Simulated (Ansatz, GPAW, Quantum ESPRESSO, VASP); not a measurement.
## Code comparison for PW (P1, 8 atoms in the cell)

Self-consistent single point, at a second geometry (atoms moved at random). First geometry:

```xyz
8
Lattice="5.7417 0.0000 0.0000 0.0000 3.2706 0.0000 0.0000 0.0000 6.2033" Properties=species:S:1:pos:R:3 pbc="T T T"
P      1.8051     2.4530     3.5225
P      3.9366     0.8177     2.6808
P      1.0658     0.8177     0.4208
P      4.6759     2.4530     5.7825
W      5.6630     2.4530     1.9403
W      0.0787     0.8177     4.2630
W      2.9496     0.8177     5.0419
W      2.7921     2.4530     1.1614
```

Second geometry:
```xyz
8
Lattice="5.7417 0.0000 0.0000 0.0000 3.2706 0.0000 0.0000 0.0000 6.2033" Properties=species:S:1:pos:R:3 pbc="T T T"
P      1.7313     2.4227     3.5018
P      3.9459     0.8237     2.6558
P      1.1172     0.8743     0.4624
P      4.6982     2.5238     5.7852
W      5.6614     2.4213     1.9938
W      0.0594     0.7700     4.1750
W      2.9240     0.7507     5.0798
W      2.8294     2.4961     1.1594
```

Shared settings, as Ansatz (a program for electronic structure) writes them: kpoints.mp_grid.grid = 3 6 3; scf.occupations.method = gaussian; scf.occupations.width = 0.136 eV. Potentials and cutoffs stand in the table.

```json
[
 {"code": "VASP", "model": "PBEsol, VASP's PBE PAW potentials (set 64)", "ΔF from the first geometry (meV/atom)": "56.2", "pressure (GPa)": "-0.25", "largest force (eV/Å)": "2.453", "cutoff": "300 eV"},
 {"code": "Quantum ESPRESSO", "model": "PBEsol, PseudoDojo standard norm-conserving (PBESOL) pseudopotentials", "ΔF from the first geometry (meV/atom)": "56.0", "pressure (GPa)": "0.03", "largest force (eV/Å)": "2.447", "cutoff": "75 Ry"},
 {"code": "Ansatz", "model": "PBEsol, PAW files made with PBE", "ΔF from the first geometry (meV/atom)": "56.0", "pressure (GPa)": "-0.02", "largest force (eV/Å)": "2.450", "cutoff": "default"},
 {"code": "GPAW", "model": "PBEsol, GPAW PAW datasets PBEsol (made by gpaw-setup)", "ΔF from the first geometry (meV/atom)": "55.9", "pressure (GPa)": "0.15", "largest force (eV/Å)": "2.444", "cutoff": "600 eV"}
]
```

Size of the force on each atom (eV/Å): Sizes of forces hide their directions.

```json
[
 {"code": "VASP", "P1": "1.743", "P2": "0.744", "P3": "0.814", "P4": "1.190", "W5": "2.453", "W6": "2.341", "W7": "1.767", "W8": "0.840"},
 {"code": "Quantum ESPRESSO", "P1": "1.734", "P2": "0.733", "P3": "0.806", "P4": "1.186", "W5": "2.447", "W6": "2.332", "W7": "1.761", "W8": "0.838"},
 {"code": "Ansatz", "P1": "1.737", "P2": "0.735", "P3": "0.806", "P4": "1.187", "W5": "2.450", "W6": "2.333", "W7": "1.761", "W8": "0.839"},
 {"code": "GPAW", "P1": "1.746", "P2": "0.739", "P3": "0.815", "P4": "1.196", "W5": "2.444", "W6": "2.328", "W7": "1.760", "W8": "0.831"}
]
```

On Ansatz's run: spin-orbit coupling is off. Spin polarisation is off.

The spread over the programs that give each value: ΔF from the first geometry within 0.3 meV/atom; pressure within 0.40 GPa; largest force within 0.009 eV/Å.

Ansatz's pressure is given at a fixed set of plane waves, as the other plane-wave codes print theirs; with its correction for the finite basis it is 0.02 GPa.

The shared mesh is coarse (it stands for a supercell whose shortest vector is 17 Å), so the values are not converged in it.

VASP's run is marked for a possible Pulay error in its stress at this cutoff; no cutoff test was made.

The starting cell comes from a database of computed structures (which also holds hypothetical and non-ambient phases and stackings), without a prior relaxation at this level. For this run, on top of that: atoms moved at random.

Left out of this page: CP2K, Elk, FLEUR and SIESTA (not drawn, or without a comparable value).

Keys are those of Ansatz 0.2.
